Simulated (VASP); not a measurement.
A VASP calculation is set up with these files.

**INCAR**
```
# general
SYSTEM   = PbS
PREC     = Accurate
ENCUT    = 520
LREAL    = .FALSE.   # projection in real space or not
LASPH    = .TRUE.   # aspherical one-centre terms

# electronic loop
EDIFF    = 1E-6   # SCF stop (eV)
NELM     = 100
ALGO     = Normal
LMAXMIX  = 4   # l cut-off of mixed one-centre charges

# smearing
ISMEAR   = 0   # Gaussian
SIGMA    = 0.05   # width (eV)

# functional
GGA      = ML
LUSE_VDW = .TRUE.
AGGAC    = 0.0
ZAB_VDW  = -1.8867

# ions
IBRION   = 2
NSW      = 60   # most ionic steps
ISIF     = 3
EDIFFG   = -0.01   # ionic stop

# output
LWAVE    = .FALSE.
LCHARG   = .FALSE.
```

File KPOINTS:
```
Regular mesh
0
gamma
7 7 7
0 0 0
```

POSCAR:
```
PbS
1.0
  0.0000000000   2.9700000000   2.9700000000
  2.9700000000   0.0000000000   2.9700000000
  2.9700000000   2.9700000000   0.0000000000
Pb S
1 1
Cart
  0.0000000000   0.0000000000   0.0000000000
  2.9700000000   2.9700000000   2.9700000000
```

POTCAR, in this order: Pb_d S (PBE.64 set). Program: vasp_std.

Problem. Write an equivalent input for Quantum ESPRESSO's pw.x.

Solution. One equivalent input (not run):
```
&CONTROL
  calculation = 'vc-relax'
  pseudo_dir = './pseudo'
  outdir = './out'
  tprnfor = .true.
  tstress = .true.
  nstep = 60
  forc_conv_thr = 0.00039
/
&SYSTEM
  ibrav = 0
  nat = 2
  ntyp = 2
  ecutwfc = 62.5
  occupations = 'smearing'
  smearing = 'gaussian'
  degauss = 0.003675
  input_dft = 'vdw-df2'
/
&ELECTRONS
  conv_thr = 7.3e-08
  electron_maxstep = 100
/
&IONS
/
&CELL
/
ATOMIC_SPECIES
  Pb 207.200 Pb.upf
  S 32.060 S.upf
CELL_PARAMETERS angstrom
     0.0000000    2.9700000    2.9700000
     2.9700000    0.0000000    2.9700000
     2.9700000    2.9700000    0.0000000
ATOMIC_POSITIONS crystal
  Pb   0.0000000  0.0000000  0.0000000
  S    0.5000000  0.5000000  0.5000000
K_POINTS automatic
  7 7 7 0 0 0
```
The two are equivalent in intent, not identical: the potentials are each code's own (VASP's PAW set, PseudoDojo norm-conserving files in pw.x), so ENCUT and ecutwfc are chosen apart and not converted; conv_thr bounds pw.x's estimated SCF error, while EDIFF bounds the energy change between steps; forc_conv_thr acts on force components and is met together with etot_conv_thr.

The compound is PbS in the rock salt structure. This run relaxes it. Symmetry was kept, so distortions that lower it aren't found.
